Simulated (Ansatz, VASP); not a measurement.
# Cross-check of Al2P4O13 between VASP and Ansatz

Wanted: the spread between two codes on one cell, functional and k mesh. The structure shown is frame 67 of Ansatz's trajectory.

Calculated with Ansatz 0.2.0; plane waves, with VASP 6.6.1 beside it; single point at PBE.

## 1. Set-up

The cell holds 57 atoms: 6 Al, 12 P and 39 O. Cell: a = 9.258 Å, b = 9.258 Å, c = 9.258 Å, α = 90.0°, β = 90.0°, γ = 90.0°. As first built, before any earlier steps moved the atoms (in the runner's words): 57 atoms (6 Al, 12 P, 39 O) placed at random at 2.5 g/cm^3, melted at 4000 K for 10 ps at fixed volume with the Morse and Coulomb pair potential with partial charges (Pedone, Malavasi, Menziani, Cormack and Segre, J. Phys. Chem. B 110, 11780 (2006)). Quenched from 4000 K to 300 K at 60 K/ps and fixed volume, held 10 ps at zero pressure.

## 2. Ansatz: dynamics, PBE

Ansatz runs on its default PAW (the set named soft_2) files.

One frame of this run of dynamics is then solved in both programs, so the motion causes no difference.

Input file input.yaml:

```yaml
crystal:
  lattice:
    - [9.2584, 0.0, 0.0]
    - [0.0, 9.2584, 0.0]
    - [0.0, 0.0, 9.2584]
  atoms:
    - { symbol: Al, position: [0.39835, 0.40067, 0.16784] }
    - { symbol: Al, position: [0.024, 0.75179, 0.173] }
    - { symbol: Al, position: [0.63479, 0.67704, 0.41655] }
    - { symbol: Al, position: [0.17798, 0.5343, 0.67646] }
    - { symbol: Al, position: [0.33648, 0.9697, 0.92638] }
    - { symbol: Al, position: [0.8689, 0.1274, 0.88945] }
    - { symbol: P, position: [0.24822, 0.05187, 0.57617] }
    - { symbol: P, position: [0.9577, 0.80124, 0.84924] }
    - { symbol: P, position: [0.93175, 0.1637, 0.54839] }
    - { symbol: P, position: [0.7848, 0.49097, 0.17933] }
    - { symbol: P, position: [0.60556, 0.14375, 0.09211] }
    - { symbol: P, position: [0.63404, 0.45441, 0.87551] }
    - { symbol: P, position: [0.2808, 0.76053, 0.41846] }
    - { symbol: P, position: [0.38539, 0.62641, 0.92522] }
    - { symbol: P, position: [0.14022, 0.18338, 0.09225] }
    - { symbol: P, position: [0.79603, 0.96317, 0.31164] }
    - { symbol: P, position: [0.37887, 0.33745, 0.5088] }
    - { symbol: P, position: [0.84351, 0.47018, 0.62096] }
    - { symbol: O, position: [0.87854, 0.14438, 0.70398] }
    - { symbol: O, position: [0.35939, 0.40398, 0.35927] }
    - { symbol: O, position: [0.52958, 0.26865, 0.16745] }
    - { symbol: O, position: [0.52606, 0.33487, 0.88673] }
    - { symbol: O, position: [0.85608, 0.06502, 0.43616] }
    - { symbol: O, position: [0.91152, 0.59442, 0.19099] }
    - { symbol: O, position: [0.5031, 0.0456, 0.01352] }
    - { symbol: O, position: [0.26296, 0.57771, 0.83417] }
    - { symbol: O, position: [0.19226, 0.74622, 0.28288] }
    - { symbol: O, position: [0.02268, 0.20882, 0.97697] }
    - { symbol: O, position: [0.21256, 0.04708, 0.02945] }
    - { symbol: O, position: [0.29826, 0.02338, 0.73035] }
    - { symbol: O, position: [0.92328, 0.89174, 0.24055] }
    - { symbol: O, position: [0.704, 0.84997, 0.38814] }
    - { symbol: O, position: [0.04301, 0.74643, 0.98168] }
    - { symbol: O, position: [0.99151, 0.51011, 0.67444] }
    - { symbol: O, position: [0.72805, 0.18309, 0.98695] }
    - { symbol: O, position: [0.52799, 0.36882, 0.55785] }
    - { symbol: O, position: [0.894, 0.32457, 0.53364] }
    - { symbol: O, position: [0.7223, 0.48376, 0.02012] }
    - { symbol: O, position: [0.89119, 0.94425, 0.9116] }
    - { symbol: O, position: [0.82888, 0.70615, 0.81407] }
    - { symbol: O, position: [0.40358, 0.56283, 0.07576] }
    - { symbol: O, position: [0.77156, 0.57442, 0.52131] }
    - { symbol: O, position: [0.21481, 0.66035, 0.53663] }
    - { symbol: O, position: [0.65956, 0.56289, 0.2591] }
    - { symbol: O, position: [0.43817, 0.71546, 0.41479] }
    - { symbol: O, position: [0.68557, 0.04329, 0.21145] }
    - { symbol: O, position: [0.05444, 0.84164, 0.723] }
    - { symbol: O, position: [0.53086, 0.58566, 0.84753] }
    - { symbol: O, position: [0.34718, 0.16984, 0.51424] }
    - { symbol: O, position: [0.81854, 0.33958, 0.2163] }
    - { symbol: O, position: [0.24806, 0.3097, 0.10071] }
    - { symbol: O, position: [0.26159, 0.38769, 0.60965] }
    - { symbol: O, position: [0.37452, 0.78875, 0.93435] }
    - { symbol: O, position: [0.74826, 0.43294, 0.75365] }
    - { symbol: O, position: [0.09395, 0.12198, 0.56246] }
    - { symbol: O, position: [0.105, 0.14517, 0.24808] }
    - { symbol: O, position: [0.26428, 0.9129, 0.48151] }
kpoints:
  mp_grid: { grid: [1, 1, 1] }
hamiltonian:
  xc: pbe
scf:
  occupations: { method: fermi_dirac, width: 0.078 }
output:
  forces: true
  stress: true
md:
  timestep: 1.0
  n_steps: 200
  ensemble: nve
  temperature: 900
  initial_velocities: maxwell_boltzmann
  seed: 8040
```

Command:

```console
ansatz run input.yaml --threads 4 --pin off --max-ram 8192MiB --backend cpu --events-out ev --progress --plain --runs-dir out
```

Numbers of over 12 decimals in the logs are rounded to 6 here.

Output:

```text
Warning: md: disabling space-group detection — thermal motion breaks the input geometry's symmetry, so no spatial operation reduces the k-mesh or symmetrises the density; time reversal is kept, so that k and −k are solved as one point where they differ and the mesh holds both, and exact exchange and, on two spinor components, a DFT+U term hold to it where the run has them: on two components no moment then forms, and  [...]
Warning: output.stress: scf.convergence.dr2_threshold = 5.7e-8 eV (the default of an md: trajectory) is looser than the 5.7e-9 eV advised for a printed stress (1e-10 eV for each atom of the cell: 57). What an SCF threshold leaves in a stress goes as its square root, and in the free energy as the threshold itself, and one threshold admits the most on a small cell: [figures from the program's tests cut] Set scf.converg [...]
Engine: ansatz 0.2.0, aarch64-unknown-linux-gnu
Pseudopotentials: kind: paw
Pseudopotential: Al, paw, valence charge 3, recommended cutoff 420 eV (normal), Al.paw.azcp
Pseudopotential: P, paw, valence charge 5, recommended cutoff 420 eV (normal), P.paw.azcp
Pseudopotential: O, paw, valence charge 6, recommended cutoff 420 eV (normal), O.paw.azcp
Functional definition: PBE
  parameter kappa = 0.804
  parameter beta = 0.066725
  exchange = pbe_x(kappa = kappa, mu = beta*pi^2/3)
  correlation = pbe_c(beta = beta)
Crystal: 57 atoms, lattice volume = 793.611 Å³
Basis set: ecut = 420 eV, 15515 PW (Γ), exchange–correlation on 128×128×128 points (8 copies of the dense FFT grid, shifted against one another)
Bands: 213, of which v1, the nominal top of the filled ones, is band 156 counted from 1 (155 counted from 0)
Symmetry: 1 space group operations
k-points: 1
Non-local potential: Al, projectors of the file, l = 0: 2, l = 1: 2, l = 2: 1
Non-local potential: P, projectors of the file, l = 0: 2, l = 1: 2, l = 2: 2
Non-local potential: O, projectors of the file, l = 0: 2, l = 1: 2, l = 2: 1
PAW form: soft (Blöchl's): semilocal exchange-correlation on the pseudo side does not see the compensation charge
PAW one-centre angular grid: Al, 110 points (default); XC on 64 Gauss nodes
PAW one-centre angular grid: P, 110 points (default); XC on 64 Gauss nodes
PAW one-centre angular grid: O, 110 points (default); XC on 64 Gauss nodes
Initial density: superposition of atomic densities (neutral atoms: chi_scale 0, normalization atom), corrected by the library's trained network
Initial wavefunctions: pseudopotential atomic-orbital guess
Functional: x = pbe(κ = 0.804, μ = 0.219515), c = pbe(β = 0.066725)
SCF iter   1: F=—  HF=-34450.535532 eV  |F-HF|=—  |Δ(HF+E_count)|=         —  Δρ=5.83e-3  dr2=4.96e-1  ethr=1.77e-3  ⟨swp⟩=7.0  Hψ=1126  notcnv=0  defer=42
preconditioner: auto → Resta (q_TF=auto, 2.335 Å⁻¹)  ε∞=3.0  [insulator: Δε(μ)=2.044 eV  Ē_g=16.349 eV  σ=0.078 eV  W_gap=1.00  n_scr=170 (ndim 8)  ℏωp=23.3 eV  f_vac=0.202  D(μ)=0.00/eV (n_scr^D=0)  ε∞_Penn≈3.0]
SCF iter   2: F=—  HF=-34450.407790 eV  |F-HF|=—  |Δ(HF+E_count)|=   1.28e-1  Δρ=2.94e-3  dr2=1.08e-1  ethr=1.59e-4  ⟨swp⟩=2.0  Hψ=370  notcnv=0  defer=52
SCF iter   3: F=—  HF=-34450.378184 eV  |F-HF|=—  |Δ(HF+E_count)|=   2.96e-2  Δρ=1.23e-3  dr2=3.40e-2  ethr=3.46e-5  ⟨swp⟩=3.0  Hψ=293  notcnv=0  defer=52
SCF iter   4: F=—  HF=-34450.366526 eV  |F-HF|=—  |Δ(HF+E_count)|=   1.17e-2  Δρ=6.61e-4  dr2=3.60e-3  ethr=1.09e-5  ⟨swp⟩=3.0  Hψ=283  notcnv=0  defer=52
SCF iter   5: F=—  HF=-34450.366092 eV  |F-HF|=—  |Δ(HF+E_count)|=   4.34e-4  Δρ=3.27e-4  dr2=7.61e-4  ethr=1.16e-6  ⟨swp⟩=3.0  Hψ=404  notcnv=0  defer=49
SCF iter   6: F=—  HF=-34450.366046 eV  |F-HF|=—  |Δ(HF+E_count)|=   4.59e-5  Δρ=9.17e-5  dr2=6.04e-5  ethr=2.44e-7  ⟨swp⟩=3.0  Hψ=296  notcnv=0  defer=49
SCF iter   7: F=—  HF=-34450.366284 eV  |F-HF|=—  |Δ(HF+E_count)|=   2.38e-4  Δρ=5.74e-5  dr2=2.30e-5  ethr=1.94e-8  ⟨swp⟩=3.0  Hψ=357  notcnv=0  defer=49
SCF iter   8: F=—  HF=-34450.367629 eV  |F-HF|=—  |Δ(HF+E_count)|=   1.35e-3  Δρ=1.45e-5  dr2=1.98e-6  ethr=7.38e-9  ⟨swp⟩=3.0  Hψ=291  notcnv=0  defer=49
[...]
automatic band count: iteration 1 solves 180 bands in place of 213: the levels show a gap, and the empty bands left out lie too high to hold charge; the band table lists the bands solved (type scf.n_extra_bands for more)
md step   192: t =   192.00 fs  T =  1012.8 K  F+E_penalty+E_count = -34451.17758153 eV  E_kin = 7.331444 eV  conserved = -34443.84613783 eV  P_inst = 0.3667 GPa  (4 SCF iters)
[... from here on, the SCF cycles and remarks between the steps are left out ...]
md step   193: t =   193.00 fs  T =  1025.1 K  F+E_penalty+E_count = -34451.26667534 eV  E_kin = 7.420550 eV  conserved = -34443.84612541 eV  P_inst = 0.3725 GPa  (4 SCF iters)
md step   194: t =   194.00 fs  T =  1047.4 K  F+E_penalty+E_count = -34451.42890578 eV  E_kin = 7.581632 eV  conserved = -34443.84727352 eV  P_inst = 0.3084 GPa  (4 SCF iters)
md step   195: t =   195.00 fs  T =  1077.2 K  F+E_penalty+E_count = -34451.64644459 eV  E_kin = 7.797109 eV  conserved = -34443.84933526 eV  P_inst = 0.1809 GPa  (4 SCF iters)
md step   196: t =   196.00 fs  T =  1110.1 K  F+E_penalty+E_count = -34451.88729944 eV  E_kin = 8.035509 eV  conserved = -34443.85179084 eV  P_inst = 0.0049 GPa  (4 SCF iters)
md step   197: t =   197.00 fs  T =  1141.0 K  F+E_penalty+E_count = -34452.11322527 eV  E_kin = 8.259186 eV  conserved = -34443.85403895 eV  P_inst = -0.2000 GPa  (4 SCF iters)
md step   198: t =   198.00 fs  T =  1165.1 K  F+E_penalty+E_count = -34452.28899566 eV  E_kin = 8.433422 eV  conserved = -34443.85557344 eV  P_inst = -0.4130 GPa  (4 SCF iters)
md step   199: t =   199.00 fs  T =  1179.0 K  F+E_penalty+E_count = -34452.39029308 eV  E_kin = 8.534201 eV  conserved = -34443.85609169 eV  P_inst = -0.6158 GPa  (4 SCF iters)
md step   200: t =   200.00 fs  T =  1181.6 K  F+E_penalty+E_count = -34452.40853613 eV  E_kin = 8.553016 eV  conserved = -34443.85552055 eV  P_inst = -0.7953 GPa  (9 SCF iters)
SCF converged after 9 iterations
Free energy (F): -34452.408536 eV
Harris-Foulkes:  -34452.408536 eV  (|F-HF|=4.55e-9)
Internal energy: -34452.408536 eV  (E = F + TS)
E sigma→0 (E₀):  -34452.408536 eV
Entropy (-TS):   -0.000000 eV (-0.000 meV/atom)
Fermi energy:    4.941562 eV
--- Per-component energies (eV) ---
  E_band       = -1701.342634
  E_kinetic    = 7992.047795
  E_local      = -22997.830149  (includes V_loc(G=0)·N_el)
  E_nonlocal   = 2288.457166
  E_hartree    = 8573.671096
  E_xc         = -3876.154851
  E_vxc        = -4603.901353  (∫ρ·V_xc dr)
  E_paw        = -15817.841479  (= ΣΔE_a)
  E_vpaw       = -1527.555680  (= ΣTr[D̂ρ^β])
  E_aug_tail   = 0.097954  (compensation charges beyond the density's cutoff)
  E_ewald      = -10614.856067
  E_smearing   = -0.000000  (= −TS)
  E_closure    = 0.000000  (closes the sum)
  Σ components = -34452.408536   (vs F -34452.408536, Δ=0.00e0)
--- Forces (eV/Å), atoms counted from 1 ---
  atom   1  Al    -1.42320153    -0.29073869     0.21196621
  atom   2  Al    -1.29504909     0.19465162     1.98500732
  atom   3  Al     0.07333620    -0.25078659    -0.46100039
  atom   4  Al     1.27168628     0.87090634    -0.91900847
  atom   5  Al     1.99518970    -0.69725153     0.95721903
  atom   6  Al     0.62831223    -0.65823125     0.82626459
  atom   7  P     -1.61231105     1.35869956    -1.75953778
  atom   8  P     -1.44316369    -0.11883002    -0.41974978
  atom   9  P      2.01418586    -3.62685809    -2.10259098
  atom  10  P     -1.69610661    -0.75734418     0.67886979
  atom  11  P      2.13832690    -1.89022465    -1.30141362
  atom  12  P      0.05012899    -1.00591888     3.35612918
  atom  13  P     -2.00491248     1.63584648    -0.12680006
  atom  14  P     -0.58616237     1.18833719    -0.27988244
  atom  15  P     -0.36190586    -1.20168075     3.68570390
  atom  16  P      1.85723744     1.12011472     0.01763183
  atom  17  P      0.42357943    -2.50385155     0.97219265
  atom  18  P      4.46496155    -2.13509165     0.40434875
  atom  19  O     -1.53748651    -0.24418282     2.21680578
  atom  20  O     -1.02899221     1.18398568    -1.14517247
  atom  21  O     -1.27099373    -0.26832824     0.24943470
  atom  22  O      0.76903938     0.74973175    -1.07980912
  atom  23  O     -2.42751168    -1.43238470    -0.18604229
  atom  24  O      0.17199523     1.15263070    -1.82005919
[...]
atom  50  O      0.65890064     1.82199394     0.32156805
  atom  51  O      1.36986027     2.02297636     0.21223825
  atom  52  O      0.95196079     1.35300733     0.42834313
  atom  53  O     -0.23347791     0.86261581     0.31982829
  atom  54  O     -0.24988371     0.38245128    -0.65095671
  atom  55  O      1.82391561    -0.34303541     0.44943183
  atom  56  O      0.97035758     0.66114763    -1.23324106
  atom  57  O      0.42429285     1.68625550     0.47877557
  max |Σ_I F_I| component: 8.85e-5 eV/Å
--- Stress (GPa, compression-positive) ---
       -3.511151      -1.328387      -2.727274
       -1.328385      -2.011686      -1.679450
       -2.727268      -1.679454      -0.378026
  P = ⅓ Tr σ = -1.9670 GPa (-19.670 kbar)
--- MD trajectory: 200 steps, t = 0.0 → 200.0 fs ---
  final state: T = 1181.6 K   F+E_penalty+E_count = -34452.40853613 eV   E_kin = 8.553016 eV
  conserved energy: peak-to-peak 1.054e-2 eV (1.849e-4 eV/atom) over 200.0 fs
```

In the SCF lines HF is the Harris–Foulkes energy and dr2 the Hartree energy of the density residual, in eV; the loop may stop once dr2 is under the threshold and the program's other checks hold. Hψ counts applications of the Hamiltonian.

(Continued in part 2 of 2.)

[Lines on the potential files, build, host, timing and source positions are cut from VASP's logs without a mark.]

[Logs are printed without paths, hosts, clocks, repeated set-up lines and the standing remarks that a program may print on its own settings, such as how far it seeks lower states.]

[Hosts, paths, dates, database ids (printed as entryN), source tags and the programs' standing remarks are cut or masked in the printed files.]
